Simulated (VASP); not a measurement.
Given:

```yaml
crystal:
  lattice:
    - [0.00000, 3.65895, 3.65895]
    - [3.65895, 0.00000, 3.65895]
    - [3.65895, 3.65895, 0.00000]
  atoms:
    - { symbol: Cs, position: [0.00000, 0.00000, 0.00000] }
    - { symbol: Br, position: [0.50000, 0.50000, 0.50000] }
```

Level of theory: r2SCAN meta-GGA, VASP's PBE PAW potentials (set 64) (plane waves; VASP). Numerical set-up: 400 eV cut-off, 6×6×6 Γ-centred mesh, Gaussian smearing of 0.050 eV, potentials Cs_sv Br.

Unless said otherwise, spin-orbit coupling is left out, though it shifts the bands of the heavy elements here.

Question: What does the run give for the energy per atom (σ→0), band gap (on the k-mesh) with the smallest direct gap where there is one?

Answer: 
```json
{
  "band gap (on the k-mesh)": "4.89 eV",
  "smallest direct gap (on the k-mesh)": "4.89 eV",
  "energy per atom (σ→0)": "-21.156 eV/atom"
}
```

The absolute energy has meaning only against runs of the same code, potentials and settings.

The structure was generated: CsBr was put into the rock salt type (Fm-3m), which need not be its known phase. It was relaxed first, which changed the volume by -19 %. The start is the result of an earlier pass.
